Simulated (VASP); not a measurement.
Computed with PBE GGA, VASP's PBE PAW potentials (set 64) (plane waves; VASP 6.6.1).

Input for VASP

### INCAR
```
SYSTEM=HfSi
PREC=Accurate; ENCUT=300; LREAL=.FALSE.
LASPH=.TRUE.
EDIFF=1E-6; NELM=100; ALGO=Normal
LMAXMIX=6
ISMEAR=-1; SIGMA=0.1
GGA=PE
ISIF=2
LWAVE=.FALSE.; LCHARG=.FALSE.
```

### POSCAR
```
HfSi
1
    0.0000000000     2.8087730000     2.8087730000
    2.8087730000     0.0000000000     2.8087730000
    2.8087730000     2.8087730000     0.0000000000
Si Hf
1 1
Direct
  0.0054930000  -0.0053140000  -0.0005060000
  0.4945070000   0.5053140000   0.5005060000
```

File KPOINTS:
```
kpoints
0
gamma
6 6 6
0 0 0
```

POTCAR, in this order: Si Hf_pv (PBE.64 set). Program: vasp_std.

The run wrote:

**OSZICAR**
```
       N       E                     dE             d eps       ncg     rms          rms(c)
DAV:   1     0.839139790114E+01    0.83914E+01   -0.56464E+03  2539   0.722E+02
DAV:   2    -0.166798403466E+02   -0.25071E+02   -0.23812E+02  2976   0.138E+02
DAV:   3    -0.175184504704E+02   -0.83861E+00   -0.82895E+00  3327   0.195E+01
DAV:   4    -0.175282142424E+02   -0.97638E-02   -0.97506E-02  3176   0.225E+00
DAV:   5    -0.175284019146E+02   -0.18767E-03   -0.18756E-03  3545   0.214E-01    0.365E+01
DAV:   6    -0.162450527807E+02    0.12833E+01   -0.35812E+00  2807   0.991E+00    0.239E+01
DAV:   7    -0.162018636582E+02    0.43189E-01   -0.78001E-01  2947   0.532E+00    0.584E+00
DAV:   8    -0.161798608873E+02    0.22003E-01   -0.17800E-01  2724   0.223E+00    0.743E-01
DAV:   9    -0.161787207209E+02    0.11402E-02   -0.13957E-02  2879   0.703E-01    0.383E-01
DAV:  10    -0.161785989272E+02    0.12179E-03   -0.50200E-04  2931   0.160E-01    0.145E-01
DAV:  11    -0.161786067136E+02   -0.77864E-05   -0.10659E-04  3057   0.706E-02    0.462E-02
DAV:  12    -0.161786046191E+02    0.20945E-05   -0.52817E-06  2941   0.165E-02    0.103E-02
DAV:  13    -0.161786042749E+02    0.34414E-06   -0.35327E-07  1637   0.538E-03
   1 F= -.16178604E+02 E0= -.16164718E+02  d E =-.277728E-01
```

**OUTCAR**
```
------------------------ aborting loop because EDIFF is reached ----------------------------------------
  FORCE on cell =-STRESS in cart. coord.  units (eV):
  Direction    XX          YY          ZZ          XY          YZ          ZX
  --------------------------------------------------------------------------------------
  Total       -3.6332072     -3.6392341     -3.6561184      0.0167769     -0.0005146      0.0006100
  in kB     -131.3472041   -131.5650880   -132.1754839      0.6065166     -0.0186029      0.0220515
  external PRESSURE =    -131.6959254 kB  Pullay stress =       0.0000000 kB
  volume of cell :       44.32
      direct lattice vectors                 reciprocal lattice vectors
     0.000000000  2.808773000  2.808773000    -0.178013674  0.178013674  0.178013674
     2.808773000  0.000000000  2.808773000     0.178013674 -0.178013674  0.178013674
     2.808773000  2.808773000  0.000000000     0.178013674  0.178013674 -0.178013674
 POSITION                                       TOTAL-FORCE (eV/Angst)
 -----------------------------------------------------------------------------------
      5.60120      2.82278      2.80928         0.187427     -0.160417     -0.005739
      2.82512      2.79477      2.80827        -0.187427      0.160417      0.005739
 -----------------------------------------------------------------------------------
    total drift:                               -0.000165      0.000134      0.000003
  FREE ENERGIE OF THE ION-ELECTRON SYSTEM (eV)
  ---------------------------------------------------
  free  energy   TOTEN  =       -16.1786042749 eV

  energy  without entropy=      -16.1508315138  energy(sigma->0) =      -16.16471789
```
(Selected blocks of OUTCAR.)

OUTCAR:
```
 val. band max:        4.8644997917   @ k =   0.0000   0.1667   0.1667

 cond. band min:       4.8702280914   @ k =   0.1667   0.0000   0.1667


 Fermi energy:         4.8696109501

 k-point     1 :       0.0000    0.0000    0.0000
  band No.  band energies     occupation
      1     -26.2566      2.00000
      2     -26.2565      2.00000
      3     -26.2560      2.00000
      4      -4.6497      2.00000
      5       5.2436      0.04639
      6       5.2454      0.04560
      7       5.2543      0.04178
      8       5.7739      0.00024
      9       5.7909      0.00020
     10       6.9497      0.00000
     11       6.9603      0.00000

 k-point     2 :       0.1667    0.0000    0.0000
  band No.  band energies     occupation
      1     -26.2766      2.00000
      2     -26.2592      2.00000
      3     -26.2587      2.00000
      4      -4.2215      2.00000
      5       3.8805      1.99990
      6       4.4740      1.96244
      7       4.4781      1.96090
      8       5.7523      0.00029
      9       5.7553      0.00028
     10       6.8050      0.00000
     11       8.6729      0.00000

 k-point     3 :       0.0000    0.1667    0.0000
  band No.  band energies     occupation
      1     -26.2765      2.00000
      2     -26.2592      2.00000
      3     -26.2587      2.00000
      4      -4.2215      2.00000
      5       3.8801      1.99990
      6       4.4742      1.96238
      7       4.4788      1.96062
      8       5.7521      0.00029
      9       5.7552      0.00028
     10       6.8043      0.00000
     11       8.6742      0.00000

 k-point     4 :       0.0000    0.0000    0.1667
  band No.  band energies     occupation
      1     -26.2763      2.00000
      2     -26.2592      2.00000
      3     -26.2590      2.00000
      4      -4.2214      2.00000
      5       3.8752      1.99990
      6       4.4769      1.96136
      7       4.4888      1.95658
      8       5.7507      0.00030
      9       5.7526      0.00029
...
```

At this cut-off the stress carries a Pulay error, which pulls relaxed volumes low. Unless said otherwise, spin-orbit coupling is left out, though it shifts the bands of the heavy elements here.

The structure was generated: HfSi was put into an ordered model structure, which need not be its known phase. The cell was not relaxed at this level, atoms are displaced from their ideal sites. The k-mesh is coarse (spacing up to 0.32 per Å, 2π included), so the numbers may not be converged in it.
